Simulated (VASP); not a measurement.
# W: which input changes matter, part 2 of 3

Which changes to a sound input spoil a run on W, which are harmless, and which give a warning? All runs use LDA. This is not the structure that W takes at ambient conditions. The start is a cell from a database of measured crystal structures.

VASP 6.6.1; LDA; plane waves and PAW (W).

Still holding for the runs below: The k-mesh is coarse for a metal.

So far. Step 3 (Total energy, forces and stress (LDA) with a changed …): Against the reference run the energy at zero smearing moves by -0.00 meV an atom and the pressure by +0.02 GPa. Step 5 (A single point (LDA) with a changed input, try 2): Energy and pressure equal those of the reference run, within 0.01 meV an atom and 0.01 GPa.

The starting crystal is not the ambient structure of W (bcc); it is a model or a phase of other conditions.

## (6) Relaxing cell and atoms (LDA) with a changed input

Properties are meant for the cell that this level of theory prefers, so cell and atoms are relaxed first (ISIF = 3) until forces and stress are small; EDIFFG sets the threshold. Some settings are moved from the usual, to see what they do.

Input file INCAR:

```
SYSTEM = W
PREC = Accurate
ENCUT = 400
EDIFF = 1E-06
NELM = 100
ISMEAR = 1
SIGMA = 0.3
LREAL = .FALSE.
ALGO = Normal
GGA = CA
NBANDS = 4
LASPH = .TRUE.
LORBIT = 11
LWAVE = .FALSE.
LCHARG = .FALSE.
KPAR = 2
IBRION = 2
NSW = 60
ISIF = 3
EDIFFG = -0.01
PSTRESS = 200
```

Input file POSCAR:

```
W
1.0
    0.0000000000      2.0300000000      2.0300000000
    2.0300000000      0.0000000000      2.0300000000
    2.0300000000      2.0300000000      0.0000000000
W
1
Direct
    0.0000000000      0.0000000000      0.0000000000
```

Input file KPOINTS:

```
Automatic mesh
0
Gamma
11 11 11
0 0 0
```

Potentials, in the order of the species: W (LDA family, release 64).

The run is started by

```sh
$ mpirun -np 2 vasp_std
```

The log of the run:

```text
[... set-up lines as in an earlier step ...]
 entering main loop
       N       E                     dE             d eps       ncg     rms          rms(c)
DAV:   1     0.761467753026E+01    0.76147E+01   -0.24346E+03   520   0.101E+03
DAV:   2    -0.133896780009E+02   -0.21004E+02   -0.20034E+02   640   0.205E+02
DAV:   3    -0.143565131604E+02   -0.96684E+00   -0.80991E+00   644   0.330E+01
DAV:   4    -0.143758460859E+02   -0.19333E-01   -0.18486E-01   616   0.383E+00
DAV:   5    -0.143759578924E+02   -0.11181E-03   -0.11171E-03   572   0.225E-01    0.181E+01
DAV:   6    -0.138234229608E+02    0.55253E+00   -0.53039E-01   492   0.969E+00    0.847E+00
DAV:   7    -0.136386823072E+02    0.18474E+00   -0.47642E-01   516   0.901E+00    0.291E-01
DAV:   8    -0.136358742395E+02    0.28081E-02   -0.30283E-03   544   0.648E-01    0.486E-02
DAV:   9    -0.136358254617E+02    0.48778E-04   -0.16085E-04   668   0.135E-01    0.122E-02
DAV:  10    -0.136358274377E+02   -0.19760E-05   -0.18197E-06   440   0.229E-02    0.393E-03
DAV:  11    -0.136358275764E+02   -0.13864E-06   -0.19769E-07   260   0.708E-03
 -----------------------------------------------------------------------------
|                                                                             |
|           W    W    AA    RRRRR   N    N  II  N    N   GGGG   !!!           |
|           W    W   A  A   R    R  NN   N  II  NN   N  G    G  !!!           |
|           W    W  A    A  R    R  N N  N  II  N N  N  G       !!!           |
|           W WW W  AAAAAA  RRRRR   N  N N  II  N  N N  G  GGG   !            |
|           WW  WW  A    A  R   R   N   NN  II  N   NN  G    G                |
|           W    W  A    A  R    R  N    N  II  N    N   GGGG   !!!           |
|                                                                             |
|     Your highest band is occupied at some k-points! Unless you are          |
|     performing a calculation for an insulator or semiconductor, without     |
|     unoccupied bands, you have included TOO FEW BANDS!! Please increase     |
|     the parameter NBANDS in file INCAR to ensure that the highest band      |
|     is unoccupied at all k-points. It is always recommended to include      |
|     a few unoccupied bands to accelerate the convergence of                 |
|     molecular-dynamics runs (even for insulators or semiconductors),        |
|     since the presence of unoccupied bands improves wavefunction            |
|     prediction and helps to suppress 'band-crossings'.                      |
|                                                                             |
 -----------------------------------------------------------------------------

   1 F= -.11547313E+02 E0= -.11547740E+02  d E =-.115473E+02
 curvature:   0.00 expect dE= 0.000E+00 dE for cont linesearch  0.000E+00
 trial: gam= 0.00000 g(F)=  0.293E-64 g(S)=  0.243E+01 ort = 0.000E+00 (trialstep = 0.100E+01)
 search vector abs. value=  0.243E+01
 bond charge predicted
       N       E                     dE             d eps       ncg     rms          rms(c)
DAV:   1    -0.762004316311E+01    0.60158E+01   -0.16951E+02   448   0.289E+02    0.409E+01
DAV:   2    -0.644830518091E+01    0.11717E+01   -0.13311E+00   464   0.200E+01    0.191E+01
DAV:   3    -0.596716631152E+01    0.48114E+00   -0.85231E-01   472   0.150E+01    0.828E-01
DAV:   4    -0.597994937639E+01   -0.12783E-01   -0.29936E-02   540   0.278E+00    0.965E-01
DAV:   5    -0.598508412963E+01   -0.51348E-02   -0.11648E-02   472   0.178E+00    0.129E-01
DAV:   6    -0.598515360286E+01   -0.69473E-04   -0.25568E-04   476   0.246E-01    0.327E-02
DAV:   7    -0.598563288695E+01   -0.47928E-03   -0.25446E-03   504   0.348E-02    0.112E-02
DAV:   8    -0.598565871645E+01   -0.25829E-04   -0.26386E-04   232   0.161E-02    0.109E-02
DAV:   9    -0.598565872951E+01   -0.13063E-07   -0.13723E-06   244   0.730E-03
 -----------------------------------------------------------------------------
|                                                                             |
|           W    W    AA    RRRRR   N    N  II  N    N   GGGG   !!!           |
|           W    W   A  A   R    R  NN   N  II  NN   N  G    G  !!!           |
|           W    W  A    A  R    R  N N  N  II  N N  N  G       !!!           |
|           W WW W  AAAAAA  RRRRR   N  N N  II  N  N N  G  GGG   !            |
|           WW  WW  A    A  R   R   N   NN  II  N   NN  G    G                |
|           W    W  A    A  R    R  N    N  II  N    N   GGGG   !!!           |
|                                                                             |
|     Your highest band is occupied at some k-points! Unless you are          |
|     performing a calculation for an insulator or semiconductor, without     |
|     unoccupied bands, you have included TOO FEW BANDS!! Please increase     |
|     the parameter NBANDS in file INCAR to ensure that the highest band      |
|     is unoccupied at all k-points. It is always recommended to include      |
|     a few unoccupied bands to accelerate the convergence of                 |
|     molecular-dynamics runs (even for insulators or semiconductors),        |
|     since the presence of unoccupied bands improves wavefunction            |
|     prediction and helps to suppress 'band-crossings'.                      |
|                                                                             |
 -----------------------------------------------------------------------------

   2 F= -.49070393E+01 E0= -.49079716E+01  d E =0.664027E+01
[...]
|     Your highest band is occupied at some k-points! Unless you are          |
[...]
3 F= -.11791727E+02 E0= -.11791643E+02  d E =-.244414E+00
[...]
|     Your highest band is occupied at some k-points! Unless you are          |
[...]
4 F= -.11804026E+02 E0= -.11803877E+02  d E =-.256713E+00
 curvature:  -0.06 expect dE=-0.127E-02 dE for cont linesearch -0.127E-02
 ZBRENT: interpolating
 opt :   0.2018  next Energy=   -11.806090 (dE=-0.259E+00)
 bond charge predicted
       N       E                     dE             d eps       ncg     rms          rms(c)
DAV:   1    -0.136551535298E+02    0.17338E-01   -0.41149E-02   448   0.326E+00    0.555E-01
DAV:   2    -0.136546741583E+02    0.47937E-03   -0.31944E-04   448   0.274E-01    0.299E-01
DAV:   3    -0.136545085725E+02    0.16559E-03   -0.55492E-04   476   0.316E-01    0.418E-02
DAV:   4    -0.136545096857E+02   -0.11132E-05   -0.14264E-05   464   0.503E-02    0.114E-02
DAV:   5    -0.136545104294E+02   -0.74367E-06   -0.26125E-06   328   0.195E-02
 -----------------------------------------------------------------------------
|                                                                             |
|           W    W    AA    RRRRR   N    N  II  N    N   GGGG   !!!           |
|           W    W   A  A   R    R  NN   N  II  NN   N  G    G  !!!           |
|           W    W  A    A  R    R  N N  N  II  N N  N  G       !!!           |
|           W WW W  AAAAAA  RRRRR   N  N N  II  N  N N  G  GGG   !            |
|           WW  WW  A    A  R   R   N   NN  II  N   NN  G    G                |
|           W    W  A    A  R    R  N    N  II  N    N   GGGG   !!!           |
|                                                                             |
|     Your highest band is occupied at some k-points! Unless you are          |
|     performing a calculation for an insulator or semiconductor, without     |
|     unoccupied bands, you have included TOO FEW BANDS!! Please increase     |
|     the parameter NBANDS in file INCAR to ensure that the highest band      |
|     is unoccupied at all k-points. It is always recommended to include      |
|     a few unoccupied bands to accelerate the convergence of                 |
|     molecular-dynamics runs (even for insulators or semiconductors),        |
|     since the presence of unoccupied bands improves wavefunction            |
|     prediction and helps to suppress 'band-crossings'.                      |
|                                                                             |
 -----------------------------------------------------------------------------

   5 F= -.11806113E+02 E0= -.11805943E+02  d E =-.258800E+00
 curvature:  -0.09 expect dE=-0.357E-06 dE for cont linesearch -0.357E-06
 trial: gam= 0.00000 g(F)=  0.106E-63 g(S)=  0.386E-05 ort =-0.306E-02 (trialstep = 0.840E+00)
 search vector abs. value=  0.386E-05
 reached required accuracy - stopping structural energy minimisation
```

Wall time 7.4 s (2 MPI ranks of AMD EPYC 7R43, shared host); peak memory 0.2 GiB; 14 s of CPU time.

OUTCAR, selected parts (step 6):

```text
   k-points           NKPTS =     56   k-points in BZ     NKDIM =     56   number of bands    NBANDS=      4

   NELECT =       6.0000    total number of electrons

 E-fermi :   8.0285

 k-point     1 :       0.0000    0.0000    0.0000
  band No.  band energies     occupation
      1      -1.3182      2.00000
      2       7.3588      2.00704
      3       7.3588      2.00704
      4       7.3588      2.00704

  Total        1.8535585      1.8535585      1.8535585      0.0000000     -0.0000000      0.0000000
  in kB      200.5584584    200.5584584    200.5584584      0.0000000     -0.0000000      0.0000000
  external PRESSURE =       0.5584584 kB  Pullay stress =     200.0000000 kB

 POSITION                                       TOTAL-FORCE (eV/Angst)
 -----------------------------------------------------------------------------------
      0.00000      0.00000      0.00000        -0.000000      0.000000      0.000000
 -----------------------------------------------------------------------------------
    total drift:                               -0.000000     -0.000000     -0.000000

  FREE ENERGIE OF THE ION-ELECTRON SYSTEM (eV)
  ---------------------------------------------------
  free  energy   TOTEN  =       -13.6545104294 eV

  energy  without entropy=      -13.6539997796  energy(sigma->0) =      -13.65434021

 reached required accuracy - stopping structural energy minimisation

[... 6 parts as in an earlier step ...]

[... 10 further parts left out ...]
```

The run converged; its settings lie outside those of the reference runs, so its numbers are set aside.

Settings moved from the usual: ISMEAR = 1, SIGMA = 0.3, PSTRESS = 200 and NBANDS = 4.

PSTRESS = 200 sets a target pressure of 20 GPa, a physical condition rather than a numerical setting. NBANDS is too small here: the log warns that the highest band is occupied, so needed states are cut off.

## (7) Relaxing cell and atoms (LDA) with a changed input, try 2

This run is made with a changed input; what comes of it follows.

Input file INCAR:

```
SYSTEM = W
PREC = Accurate
ENCUT = 400
EDIFF = 1E-06
NELM = 69
ISMEAR = -1
SIGMA = 0.05
LREAL = .FALSE.
ALGO = Normal
GGA = CA
NBANDS = 9
LASPH = .TRUE.
LORBIT = 11
LWAVE = .FALSE.
LCHARG = .FALSE.
KPAR = 2
IBRION = 2
NSW = 1
ISIF = 3
EDIFFG = -0.01
```

POSCAR is that of step 6.

KPOINTS is that of step 6.

The run is started by

```sh
$ mpirun -np 2 vasp_std
```

The log of the run:

```text
[... set-up lines as in an earlier step ...]
 entering main loop
       N       E                     dE             d eps       ncg     rms          rms(c)
[... 11 cycles as in an earlier step ...]
   1 F= -.13641108E+02 E0= -.13636732E+02  d E =-.136411E+02
[...]
```

It took 3.6 s on 2 MPI ranks; peak memory 0.18 GiB.

From OUTCAR (step 7):

```text
[... 20 parts as in an earlier step ...]

[... 4 further parts left out ...]
[key lines of the parts left out:]
E-fermi :   6.7120
```

CONTCAR:

```
W
   1.00000000000000
     0.0000000000000000    2.0299999999999998    2.0299999999999998
     2.0299999999999998    0.0000000000000000    2.0299999999999998
     2.0299999999999998    2.0299999999999998    0.0000000000000000
  W
     1
Direct
     0.0000000000000000    0.0000000000000000    0.0000000000000000
```

The relaxation used up its NSW steps before forces and stress met EDIFFG.

The fault in the input: too few ionic steps (NSW = "1"). Raise NSW.

## (8) Self-consistent run (LDA) with a changed input

A single point gives energy, forces and stress at these settings. Some settings are moved from the usual, to see what they do.

Input file INCAR:

```
SYSTEM = W
PREC = Accurate
ENCUT = 600
EDIFF = 1E-06
NELM = 100
ISMEAR = -1
SIGMA = 0.05
LREAL = .FALSE.
ALGO = Normal
GGA = CA
NBANDS = 9
LASPH = .TRUE.
LORBIT = 11
LWAVE = .FALSE.
LCHARG = .FALSE.
KPAR = 2
ISIF = 2
ISYM = 1
```

POSCAR is that of step 7.

KPOINTS is that of step 7.

The run is started by

```sh
$ mpirun -np 2 vasp_std
```

The log of the run:

```text
[... set-up lines as in an earlier step ...]
 entering main loop
       N       E                     dE             d eps       ncg     rms          rms(c)
DAV:   1     0.650905982174E+01    0.65091E+01   -0.32418E+03  1008   0.646E+02
DAV:   2    -0.139697737520E+02   -0.20479E+02   -0.19606E+02  1251   0.124E+02
DAV:   3    -0.143785202864E+02   -0.40875E+00   -0.40182E+00  1161   0.148E+01
DAV:   4    -0.143795438222E+02   -0.10235E-02   -0.10234E-02  1266   0.786E-01
DAV:   5    -0.143795451367E+02   -0.13146E-05   -0.13149E-05  1164   0.238E-02    0.179E+01
DAV:   6    -0.138280301143E+02    0.55152E+00   -0.45541E-01  1109   0.437E+00    0.818E+00
DAV:   7    -0.136449932776E+02    0.18304E+00   -0.40921E-01  1142   0.396E+00    0.254E-01
DAV:   8    -0.136420547668E+02    0.29385E-02   -0.26350E-03  1046   0.359E-01    0.755E-02
DAV:   9    -0.136418205402E+02    0.23423E-03   -0.16521E-04  1171   0.679E-02    0.157E-02
DAV:  10    -0.136418226748E+02   -0.21346E-05   -0.47045E-06  1182   0.150E-02    0.143E-02
DAV:  11    -0.136418227865E+02   -0.11171E-06   -0.20160E-07   587   0.462E-03
   1 F= -.13641823E+02 E0= -.13637447E+02  d E =-.875131E-02
```

The job ended after 5.6 s (2 MPI ranks; peak memory 0.2 GiB; 10 s of CPU time).

Parts of OUTCAR (step 8):

```text
   ENCUT  =  600.0 eV  44.10 Ry    6.64 a.u.   5.73  5.73  5.73*2*pi/ulx,y,z

   NELECT =       6.0000    total number of electrons

 E-fermi :   6.7120

 k-point     1 :       0.0000    0.0000    0.0000
  band No.  band energies     occupation
      1      -2.0355      2.00000
      2       6.1670      1.99996
      3       6.1670      1.99996
      4       6.1670      1.99996
      5       9.1523      0.00000
      6       9.1523      0.00000
      7      20.2064      0.00000
      8      25.3131      0.00000
      9      25.3131      0.00000

  Total       -2.0069285     -2.0069285     -2.0069285      0.0000000      0.0000000     -0.0000000
  in kB     -192.1871653   -192.1871653   -192.1871653      0.0000000      0.0000000     -0.0000000
  external PRESSURE =    -192.1871653 kB  Pullay stress =       0.0000000 kB

 POSITION                                       TOTAL-FORCE (eV/Angst)
 -----------------------------------------------------------------------------------
      0.00000      0.00000      0.00000        -0.000000      0.000000     -0.000000
 -----------------------------------------------------------------------------------
    total drift:                               -0.000000      0.000000      0.000000

  FREE ENERGIE OF THE ION-ELECTRON SYSTEM (eV)
  ---------------------------------------------------
  free  energy   TOTEN  =       -13.6418227865 eV

  energy  without entropy=      -13.6330714773  energy(sigma->0) =      -13.63744713

[... 5 parts as in an earlier step ...]

[... 11 further parts left out ...]
```

This step gave:

```yaml
scf_cycles: 11
bands: 9
pressure: -19.22 GPa
```

Against the reference run the energy at zero smearing moves by -0.72 meV an atom and the pressure by +0.01 GPa.

(Continued in part 3 of 3.)

[Lines on the potential files, build, host, timing and source positions are cut from VASP's logs without a mark.]

[Logs are printed without paths, hosts, clocks, repeated set-up lines and the standing remarks that a program may print on its own settings, such as how far it seeks lower states.]

[Hosts, paths, dates, database ids (printed as entryN), source tags and the programs' standing remarks are cut or masked in the printed files.]

[A measured line is paired with the nearest computed mode of its activity, which favours agreement.]

[In band tables of VASP the shares of atoms and orbitals are scaled to a sum of 1 inside the atoms' spheres.]
